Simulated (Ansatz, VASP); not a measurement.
# Cross-check of TiGe between VASP and Ansatz

Wanted: the spread between two codes on one cell, functional and k mesh. The cell is generated by rule, not measured, and may not be a known phase. The cell is taken from a series of runs on this material, whose earlier steps may have relaxed, scaled, displaced or heated it; both programs get it as it stands.

Program: Ansatz 0.2.0. Level of theory: plane waves, with VASP 6.6.1 beside it; relaxation of cell and atoms at PBE. Results are calculated unless marked as measured.

The structure was built from a prototype and need not be the compound's stable phase.

**1. Starting point**

It takes space group Fm-3m (No. 225, cubic). The conventional cell has a = 5.210 Å, b = 5.210 Å, c = 5.210 Å, α = 90.00°, β = 90.00°, γ = 90.00°. Ti has 6 Ge at 2.60 Å nearest. Ge has 6 Ti at 2.60 Å nearest. Farther neighbours are not listed.

As a file:

```cif
data_structure
_symmetry_space_group_name_H-M 'Fm-3m'
_symmetry_Int_Tables_number 225
_cell_length_a 5.2100
_cell_length_b 5.2100
_cell_length_c 5.2100
_cell_angle_alpha 90.000
_cell_angle_beta 90.000
_cell_angle_gamma 90.000
_cell_volume 141.42
loop_
_atom_site_label
_atom_site_type_symbol
_atom_site_symmetry_multiplicity
_atom_site_Wyckoff_symbol
_atom_site_fract_x
_atom_site_fract_y
_atom_site_fract_z
_atom_site_occupancy
Ti1 Ti 4 a 0.00000 0.00000 0.00000 1
Ge1 Ge 4 b 0.50000 0.00000 0.00000 1
```

**2. VASP: relaxation of cell and atoms, PBE**

The relaxed volume is the usual yardstick between codes: in a stiff, nearly cubic crystal its relative difference is about their pressure difference at one cell divided by the bulk modulus.

Lines of VASP's logs that name or quote its potential files are left out, and so is its time.

INCAR

```
SYSTEM = TiGe
PREC = Accurate
ENCUT = 500
EDIFF = 1E-07
NELM = 120
ISMEAR = 0
SIGMA = 0.1
LREAL = .FALSE.
ALGO = Normal
GGA = PE
NBANDS = 19
LASPH = .TRUE.
LORBIT = 11
LWAVE = .FALSE.
LCHARG = .FALSE.
ISIF = 3
IBRION = 2
NSW = 80
EDIFFG = -0.005
GGA_COMPAT = .FALSE.
NELMIN = 4
```

POSCAR

```
TiGe
1.0
    0.0000000000      2.6050000000      2.6050000000
    2.6050000000      0.0000000000      2.6050000000
    2.6050000000      2.6050000000      0.0000000000
Ti Ge
1 1
Direct
    0.0000000000      0.0000000000      0.0000000000
    0.5000000000      0.5000000000      0.5000000000
```

KPOINTS

```
Automatic mesh
0
Gamma
12 12 12
0 0 0
```

The projector-augmented-wave data sets are Ti_sv and Ge_d (PBE family, release 64).

Started as:

```
mpirun -np 1 vasp_std
```

Numbers of over 12 decimals in the logs are rounded to 6 here.

What it wrote:

```text
[banner, memory and clock lines left out]
running    1 mpi-ranks, on    1 nodes
 distrk:  each k-point on    1 cores,    1 groups
 distr:  one band on    1 cores,    1 groups

 POSCAR found type information on POSCAR TiGe
 POSCAR found :  2 types and       2 ions
 LDA part: xc-table for (Slater+PW92), standard interpolation
 POSCAR, INCAR and KPOINTS ok, starting setup
 FFT: planning ... GRIDC
 FFT: planning ... GRID_SOFT
 FFT: planning ... GRID
 WAVECAR not read
 entering main loop
       N       E                     dE             d eps       ncg     rms          rms(c)
DAV:   1     0.202357205050E+03    0.20236E+03   -0.13164E+04  2894   0.308E+03
DAV:   2     0.769087455145E+01   -0.19467E+03   -0.19074E+03  2748   0.550E+02
DAV:   3    -0.145032171386E+02   -0.22194E+02   -0.21870E+02  3075   0.143E+02
DAV:   4    -0.156893836593E+02   -0.11862E+01   -0.11806E+01  3974   0.305E+01
DAV:   5    -0.157115571928E+02   -0.22174E-01   -0.22171E-01  3229   0.360E+00    0.111E+01
DAV:   6    -0.135463262566E+02    0.21652E+01   -0.13550E+01  3076   0.340E+01    0.432E+00
DAV:   7    -0.133130356300E+02    0.23329E+00   -0.24887E+00  3105   0.163E+01    0.233E+00
DAV:   8    -0.133277852913E+02   -0.14750E-01   -0.39172E-01  3151   0.654E+00    0.137E+00
DAV:   9    -0.132964564189E+02    0.31329E-01   -0.12268E-01  2968   0.357E+00    0.205E-01
DAV:  10    -0.132971739428E+02   -0.71752E-03   -0.53621E-03  3607   0.911E-01    0.617E-02
DAV:  11    -0.132971765022E+02   -0.25595E-05   -0.37865E-04  3577   0.215E-01    0.635E-02
DAV:  12    -0.132971449359E+02    0.31566E-04   -0.94539E-05  3147   0.861E-02    0.874E-03
DAV:  13    -0.132971445123E+02    0.42357E-06   -0.39818E-06  3782   0.160E-02    0.462E-03
DAV:  14    -0.132971447096E+02   -0.19731E-06   -0.34229E-07  3157   0.550E-03    0.852E-04
DAV:  15    -0.132971445964E+02    0.11320E-06   -0.13686E-07  2044   0.311E-03    0.477E-04
DAV:  16    -0.132971446081E+02   -0.11694E-07   -0.16136E-08  1548   0.142E-03
   1 F= -.13297145E+02 E0= -.13295724E+02  d E =-.132971E+02
 curvature:   0.00 expect dE= 0.000E+00 dE for cont linesearch  0.000E+00
 trial: gam= 0.00000 g(F)=  0.241E-58 g(S)=  0.345E-02 ort = 0.000E+00 (trialstep = 0.100E+01)
 search vector abs. value=  0.345E-02
 bond charge predicted
       N       E                     dE             d eps       ncg     rms          rms(c)
DAV:   1    -0.133864083551E+02   -0.89264E-01   -0.14045E+00  3546   0.182E+01    0.233E+00
DAV:   2    -0.133180077175E+02    0.68401E-01   -0.33460E-01  3326   0.704E+00    0.840E-01
DAV:   3    -0.133014416986E+02    0.16566E-01   -0.59288E-02  3583   0.271E+00    0.458E-01
DAV:   4    -0.132973535668E+02    0.40881E-02   -0.15121E-02  3935   0.119E+00    0.201E-01
DAV:   5    -0.132974828998E+02   -0.12933E-03   -0.14649E-03  3552   0.470E-01    0.107E-01
DAV:   6    -0.132976028726E+02   -0.11997E-03   -0.57764E-04  3710   0.143E-01    0.424E-02
DAV:   7    -0.132976078102E+02   -0.49376E-05   -0.25865E-05  3293   0.559E-02    0.527E-03
DAV:   8    -0.132976082576E+02   -0.44739E-06   -0.17346E-06  3809   0.184E-02    0.151E-03
DAV:   9    -0.132976081198E+02    0.13778E-06   -0.10213E-07  1957   0.375E-03    0.791E-04
DAV:  10    -0.132976081978E+02   -0.78044E-07   -0.14551E-08  1566   0.169E-03
   2 F= -.13297608E+02 E0= -.13296209E+02  d E =-.463590E-03
 trial-energy change:   -0.000464  1 .order   -0.000425   -0.003447    0.002597
 step:   0.5797(harm=  0.5703)  dis= 0.00000  next Energy=   -13.298151 (dE=-0.101E-02)
 bond charge predicted
       N       E                     dE             d eps       ncg     rms          rms(c)
DAV:   1    -0.133138876937E+02   -0.16280E-01   -0.25133E-01  3542   0.790E+00    0.982E-01
DAV:   2    -0.133021474044E+02    0.11740E-01   -0.64388E-02  3296   0.300E+00    0.363E-01
DAV:   3    -0.132988792249E+02    0.32682E-02   -0.11129E-02  3462   0.117E+00    0.194E-01
DAV:   4    -0.132981244674E+02    0.75476E-03   -0.27985E-03  3978   0.514E-01    0.821E-02
DAV:   5    -0.132981373500E+02   -0.12883E-04   -0.24559E-04  3460   0.189E-01    0.500E-02
DAV:   6    -0.132981534544E+02   -0.16104E-04   -0.12095E-04  3843   0.774E-02    0.194E-02
DAV:   7    -0.132981512789E+02    0.21756E-05   -0.10300E-05  3354   0.436E-02    0.206E-03
DAV:   8    -0.132981511072E+02    0.17169E-06   -0.47093E-07  3126   0.842E-03    0.779E-04
DAV:   9    -0.132981511505E+02   -0.43370E-07   -0.17210E-08  1608   0.186E-03
   3 F= -.13298151E+02 E0= -.13296744E+02  d E =-.100654E-02
 curvature:  -0.29 expect dE=-0.434E-08 dE for cont linesearch -0.434E-08
 trial: gam=-0.00210 g(F)=  0.727E-58 g(S)=  0.152E-07 ort = 0.724E-05 (trialstep = 0.916E+00)
 search vector abs. value=  0.100E-09
 reached required accuracy - stopping structural energy minimisation
```

Parts of OUTCAR (step 2):

```text
ion  position               nearest neighbor table
   1  0.000  0.000  0.000-   2 2.60   2 2.60   2 2.60   2 2.60   2 2.60   2 2.60
   2  0.500  0.500  0.500-   1 2.60   1 2.60   1 2.60   1 2.60   1 2.60   1 2.60

  LATTYP: Found a face centered cubic cell.
 ALAT       =     5.2100000000

 Subroutine GETGRP returns: Found 48 space group operations
 (whereof 48 operations were pure point group operations)

The static configuration has the point symmetry O_h .

 Found     72 irreducible k-points:

   k-points           NKPTS =     72   k-points in BZ     NKDIM =     72   number of bands    NBANDS=     19

   dimension x,y,z NGX =    28 NGY =   28 NGZ =   28
   dimension x,y,z NGXF=    56 NGYF=   56 NGZF=   56

   ENCUT  =  500.0 eV  36.75 Ry    6.06 a.u.   6.72  6.72  6.72*2*pi/ulx,y,z

   NELECT =      26.0000    total number of electrons

 k-points in reciprocal lattice and weights: Automatic mesh
   0.00000000  0.00000000  0.00000000       0.001
   0.08333333  0.00000000  0.00000000       0.005
   0.16666667  0.00000000  0.00000000       0.005
   0.25000000  0.00000000  0.00000000       0.005
   0.33333333  0.00000000  0.00000000       0.005
   0.41666667  0.00000000  0.00000000       0.005
   0.50000000  0.00000000  0.00000000       0.002
   0.08333333  0.08333333  0.00000000       0.003
   0.16666667  0.08333333  0.00000000       0.014
[...]
-0.33333333  0.50000000  0.16666667       0.007
  -0.25000000  0.50000000  0.25000000       0.003

 average (electrostatic) potential at core
       1 -73.5894       2 -70.8911

 E-fermi :   7.6126

 k-point     1 :       0.0000    0.0000    0.0000
  band No.  band energies     occupation
    ...
      6     -16.2818      2.00000
      7     -16.2439      2.00000
      8     -16.2439      2.00000
      9     -16.2439      2.00000
     10      -3.1697      2.00000
     11       7.7109      0.16445
     12       7.7109      0.16445
     13       7.7109      0.16444
     14       8.1253      0.00000
     15       8.1253      0.00000
    ...

 k-point     2 :       0.0833    0.0000    0.0000
  band No.  band energies     occupation
    ...
      9     -16.2431      2.00000
     10      -3.0564      2.00000
     11       7.4647      1.96349
     12       7.6580      0.52136
     13       7.6580      0.52134
     14       7.9633      0.00000
     15       7.9633      0.00000
     16      10.4597      0.00000
     17      11.1707      0.00000
     18      11.1707      0.00000
    ...

 k-point     3 :       0.1667    0.0000    0.0000
  band No.  band energies     occupation
    ...
      9     -16.2409      2.00000
     10      -2.7229      2.00000
     11       6.6895      2.00000
     12       7.1853      2.00000
     13       7.1853      2.00000
     14       8.0600      0.00000
     15       8.0600      0.00000
     16       9.9153      0.00000
     17      11.9492      0.00000
     18      11.9492      0.00000
    ...

  Total       -0.0004586     -0.0004586     -0.0004586     -0.0000000     -0.0000000      0.0000000
  in kB       -0.0209733     -0.0209733     -0.0209733     -0.0000000     -0.0000000      0.0000000
  external PRESSURE =      -0.0209733 kB  Pullay stress =       0.0000000 kB

  energy-cutoff  :      500.00
  volume of cell :       35.03
      direct lattice vectors                 reciprocal lattice vectors
     0.000000000  2.597050761  2.597050761    -0.192526079  0.192526079  0.192526079
     2.597050761 -0.000000000  2.597050761     0.192526079 -0.192526079  0.192526079
     2.597050761  2.597050761 -0.000000000     0.192526079  0.192526079 -0.192526079

 POSITION                                       TOTAL-FORCE (eV/Angst)
 -----------------------------------------------------------------------------------
      0.00000      0.00000      0.00000         0.000000     -0.000000     -0.000000
      2.59705      2.59705      2.59705        -0.000000      0.000000      0.000000
 -----------------------------------------------------------------------------------
    total drift:                                0.000000      0.000000      0.000000

  FREE ENERGIE OF THE ION-ELECTRON SYSTEM (eV)
  ---------------------------------------------------
  free  energy   TOTEN  =       -13.2981511505 eV

  energy  without entropy=      -13.2953359518  energy(sigma->0) =      -13.29674355

 reached required accuracy - stopping structural energy minimisation

 total charge
# of ion       s       p       d       tot
------------------------------------------
    1        2.159   6.109   1.961  10.229
    2        1.162   1.363  10.007  12.532
--------------------------------------------------
tot          3.321   7.472  11.967  22.761

[... 3 further parts left out ...]
```

The run keeps the 48 symmetry operations of its start, so it cannot find a distortion of lower symmetry.

**3. Ansatz: relaxation of cell and atoms, PBE**

Ansatz runs on its default PAW (the set named soft_2) files.

The same cell, functional, mesh and smearing now go to Ansatz, which takes its cutoff from its data sets.

input.yaml

```yaml
crystal:
  lattice:
    - [0.0, 2.605, 2.605]
    - [2.605, 0.0, 2.605]
    - [2.605, 2.605, 0.0]
  atoms:
    - { symbol: Ti, position: [0.0, 0.0, 0.0] }
    - { symbol: Ge, position: [0.5, 0.5, 0.5] }
kpoints:
  mp_grid: { grid: [12, 12, 12] }
hamiltonian:
  xc: pbe
scf:
  occupations: { method: gaussian, width: 0.1 }
output:
  forces: true
  stress: true
  eigenvalues: true
  write_density: true
  write_potential: true
  elf: true
  volumetric_format: npy
relax:
  adjacent_minimum: "off"
  f_tol: 0.005
  max_steps: 80
  cell: { stress_tol: 0.05 }
```

Started as:

```
ansatz run input.yaml --threads 4 --pin off --max-ram 7168MiB --backend cpu --events-out ev --progress --plain --runs-dir out
```

What it wrote:

```text
Engine: ansatz 0.2.0, aarch64-unknown-linux-gnu
Pseudopotentials: kind: paw
Pseudopotential: Ti, paw, valence charge 12, recommended cutoff 420 eV (normal), Ti.paw.azcp
Pseudopotential: Ge, paw, valence charge 14, recommended cutoff 420 eV (normal), Ge.paw.azcp
Functional definition: PBE
  parameter kappa = 0.804
  parameter beta = 0.066725
  exchange = pbe_x(kappa = kappa, mu = beta*pi^2/3)
  correlation = pbe_c(beta = beta)
Crystal: 2 atoms, lattice volume = 35.355 Å³
Basis set: ecut = 420 eV, 701 PW (Γ), exchange–correlation on 50×50×50 points (8 copies of the dense FFT grid, shifted against one another)
Bands: 17, of which v1, the nominal top of the filled ones, is band 13 counted from 1 (12 counted from 0)
Symmetry: 48 space group operations
Space group: Fm-3m (ITA 225), of the structure as read, at distance tolerance 3.3e-5 Å
k-points: 72 of 1728
Non-local potential: Ti, projectors of the file, l = 0: 3, l = 1: 2, l = 2: 3, l = 3: 1
Non-local potential: Ge, projectors of the file, l = 0: 2, l = 1: 2, l = 2: 3, l = 3: 1
PAW form: soft (Blöchl's): semilocal exchange-correlation on the pseudo side does not see the compensation charge
PAW one-centre angular grid: Ti, 590 points (default); XC on 64 Gauss nodes
PAW one-centre angular grid: Ge, 590 points (default); XC on 64 Gauss nodes
Initial density: superposition of atomic densities (neutral atoms: chi_scale 0, normalization atom), corrected by the library's trained network
Initial wavefunctions: pseudopotential atomic-orbital guess
Functional: x = pbe(κ = 0.804, μ = 0.219515), c = pbe(β = 0.066725)
SCF iter   1: F=—  HF=-6795.602789 eV  |F-HF|=—  |Δ(HF+E_count)|=         —  Δρ=6.08e-3  dr2=1.33e-2  ethr=1.77e-3  ⟨swp⟩=4.5  Hψ=5087  notcnv=0
preconditioner: auto → Kerker (q_TF=auto, 2.592 Å⁻¹)  [metal: Δε(μ)=0.105 eV  Ē_g=16.910 eV  σ=0.100 eV  W_gap=0.43  n_scr=14 (ndim 8)  ℏωp=26.5 eV  f_vac=0.000  D(μ)=0.57/eV (n_scr^D=0)]
SCF iter   2: F=—  HF=-6795.601526 eV  |F-HF|=—  |Δ(HF+E_count)|=   1.26e-3  Δρ=3.52e-3  dr2=4.32e-3  ethr=5.12e-5  ⟨swp⟩=1.0  Hψ=1800  notcnv=0
SCF iter   3: F=—  HF=-6795.601134 eV  |F-HF|=—  |Δ(HF+E_count)|=   3.91e-4  Δρ=7.48e-4  dr2=2.03e-4  ethr=1.66e-5  ⟨swp⟩=2.7  Hψ=1785  notcnv=0
SCF iter   4: F=—  HF=-6795.601030 eV  |F-HF|=—  |Δ(HF+E_count)|=   1.05e-4  Δρ=2.41e-4  dr2=2.11e-5  ethr=7.81e-7  ⟨swp⟩=2.0  Hψ=1847  notcnv=0
SCF iter   5: F=—  HF=-6795.601034 eV  |F-HF|=—  |Δ(HF+E_count)|=   4.04e-6  Δρ=6.44e-5  dr2=1.31e-6  ethr=8.13e-8  ⟨swp⟩=3.0  Hψ=2106  notcnv=0
SCF iter   6: F=-6795.601034 eV  HF=-6795.601034 eV  |F-HF|=1.15e-8  |Δ(HF+E_count)|=  4.87e-10  Δρ=1.45e-5  dr2=5.80e-8  ethr=3.85e-10  ⟨swp⟩=5.8  Hψ=7229  notcnv=0
SCF 1 converged in 6 iterations: F = -6795.601034 eV  dr2 = 5.80e-8
  greatest PAW one-centre occupation: 0.999 electrons in one spin orbital (limit 2), on the Ti atom at site 0 (counted from 0), in its partial waves of l = 0
relax step   1: F+E_penalty+E_count = -6795.60103385 eV  Δ(F+E_penalty+E_count) = +0.000e0 eV  max|allowed force component| = 1.926e-29 eV/Å  Δτ_max = 0.0000 Å  P = -1.022 GPa  Ω = 35.355 Å³  (6 SCF iters, dr2 threshold 1.00e-7 eV, accepted)
[...]
relax step   2: F+E_penalty+E_count = -6795.60213289 eV  Δ(F+E_penalty+E_count) = -1.099e-3 eV  max|allowed force component| = 5.101e-29 eV/Å  Δτ_max = 0.0000 Å  P = +0.210 GPa  Ω = 34.953 Å³  energy of the carried Pulay correction = +6.404e-5 eV  (6 SCF iters, dr2 threshold 2.00e-7 eV, accepted)
[...]
relax step   3: F+E_penalty+E_count = -6795.60216570 eV  Δ(F+E_penalty+E_count) = -3.281e-5 eV  max|allowed force component| = 9.598e-29 eV/Å  Δτ_max = 0.0000 Å  P = -0.003 GPa  Ω = 35.021 Å³  energy of the carried Pulay correction = +5.319e-5 eV  (6 SCF iters, dr2 threshold 1.10e-7 eV, accepted)
[...]
relax step   4: F+E_penalty+E_count = -6795.60211432 eV  Δ(F+E_penalty+E_count) = +5.138e-5 eV  max|allowed force component| = 8.914e-29 eV/Å  Δτ_max = 0.0000 Å  P = -0.003 GPa  Ω = 35.021 Å³  stress off target by 2.51e-3 GPa  SCF on the basis re-selected at this cell (its energy is not comparable with the rows above)  (8 SCF iters)
basis re-selected at this cell: Δ(F+E_penalty+E_count) = +5.138e-5 eV, ΔP = +0.001 GPa vs the last step (what re-selecting the basis moved, of the pressure what is left beyond the Pulay correction that the steps carried, after the strain that the cell walked since its last selection, with what the two solves' SCF thresholds leave and, on support functions, any second-order correction that the steps lacked; it is no m [...]
SCF converged after 8 iterations
Free energy (F): -6795.602114 eV
Harris-Foulkes:  -6795.602114 eV  (|F-HF|=9.09e-13)
Internal energy: -6795.599301 eV  (E = F + TS)
E sigma→0 (E₀):  -6795.600708 eV
Entropy (-TS):   -0.002813 eV (-1.406 meV/atom)
Fermi energy:    12.401695 eV
--- Per-component energies (eV) ---
  E_band       = -260.663139
  E_kinetic    = 384.909771
  E_local      = -2993.522792  (includes V_loc(G=0)·N_el)
  E_nonlocal   = 426.591600
  E_hartree    = 1296.122287
  E_xc         = -174.151073
  E_vxc        = -188.051311  (∫ρ·V_xc dr)
  E_paw        = -3066.898500  (= ΣΔE_a)
  E_vpaw       = -482.835333  (= ΣTr[D̂ρ^β])
  E_aug_tail   = 0.000353  (compensation charges beyond the density's cutoff)
  E_ewald      = -2668.650947
  E_smearing   = -0.002813  (= −TS)
  E_closure    = 0.000000  (closes the sum)
  Σ components = -6795.602114   (vs F -6795.602114, Δ=0.00e0)
--- Forces (eV/Å), atoms counted from 1 ---
  atom   1  Ti    -0.00000000     0.00000000     0.00000000
  atom   2  Ge     0.00000000    -0.00000000     0.00000000
  max |Σ_I F_I| component: 1.58e-28 eV/Å
--- Stress (GPa, compression-positive) ---
       -0.002510      -0.000000      -0.000000
       -0.000000      -0.002510       0.000000
       -0.000000       0.000000      -0.002510
  P = ⅓ Tr σ = -0.0025 GPa (-0.025 kbar)
--- Band table (eV; the first three rows and the last of 72) ---
  k-point 0: bands = [... 9 lower, 1.6111, 12.5003, 12.5003, 12.5003, 12.9168, 12.9168, 15.6036, 15.6036]
  k-point 1: bands = [... 9 lower, 1.7247, 12.2535, 12.4474, 12.4474, 12.7541, 12.7541, 15.2509, 15.9620]
  k-point 2: bands = [... 9 lower, 2.0592, 11.4772, 11.9743, 11.9743, 12.8505, 12.8505, 14.7076, 16.7417]
  k-point 71: bands = [... 9 lower, 4.6132, 9.5023, 9.5023, 10.3196, 14.0696, 14.0696, 14.1704, 14.5615]
--- Relaxed structure (3 steps of the walk, 3 accepted, 1 SCFs on fresh bases) ---
  F+E_penalty+E_count = -6795.60211432 eV   max|allowed force component| = 8.914e-29 eV/Å   (the final SCF, on the basis selected at the relaxed cell)
  cell:  # Å, volume = 35.0207 Å³
    - [0, 2.596758, 2.596758]
    - [2.596758, 0, 2.596758]
    - [2.596758, 2.596758, 0]
  atoms:
    - { symbol: Ti, position: [0, 0, 0] }
    - { symbol: Ge, position: [0.500000, 0.500000, 0.500000] }
```

**4. Differences**

Known differences besides the potentials themselves: the cutoff is 420 eV in Ansatz and 500 eV in VASP; Ansatz adds a Pulay correction to the stress that steers its cell, VASP none. Total energies have different zeros and are not compared.

Both answers:

| quantity | Ansatz | VASP | difference |
| --- | --- | --- | --- |
| volume (Å³) | 35.02 | 35.03 | -0.03 % |
| edge a after relaxation, in the typed setting (Å) | 3.672 | 3.673 | -0.01 % |

**5. Outcome**

```json
{
  "difference in volume (relaxation of cell and atoms, PBE)": "-0.034 %"
}
```

**Reading.** The difference in volume is -0.034 % (relaxation of cell and atoms, PBE), within the 1.2 % picked in this series as the mark of a large difference, as far as the stopping tolerances let one tell. 1 further run of this series is not shown here. Such differences can come from data sets, numerical settings and the points named under the comparisons, not from the functional's error against experiment.

[Lines on the potential files, build, host, timing and source positions are cut from VASP's logs without a mark.]

[Logs are printed without paths, hosts, clocks, repeated set-up lines and the standing remarks that a program may print on its own settings, such as how far it seeks lower states.]

[Hosts, paths, dates, database ids (printed as entryN), source tags and the programs' standing remarks are cut or masked in the printed files.]
